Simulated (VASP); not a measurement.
Data:

```
HfO2
1.0
    0.00000     2.53621     2.53621
    2.53621     0.00000     2.53621
    2.53621     2.53621     0.00000
Hf O
1 2
Direct
  0.00000   0.00000   0.00000
  0.25000   0.25000   0.25000
  0.75000   0.75000   0.75000
```

Method: PBE GGA, VASP's PBE PAW potentials (set 64) (plane waves; VASP). Settings: 520 eV cut-off, 9×9×9 Γ-centred mesh, Gaussian smearing of 0.050 eV, potentials Hf_pv O.

Problem. The job: HfO2 (fluorite), 3 atoms, PBE, static run, 520 eV, 9×9×9 Γ-centred mesh. Roughly how much core time does it take on a busy server core?

Solution. About 10 core-seconds (one run on a shared machine, a rough figure). It had 35 irreducible k-points, 15 bands, up to 899 plane waves and 15 electronic steps.

The compound is HfO2 in the fluorite structure, the high-temperature cubic form, which is unstable at 0 K; the monoclinic form is the stable one. It was relaxed first.
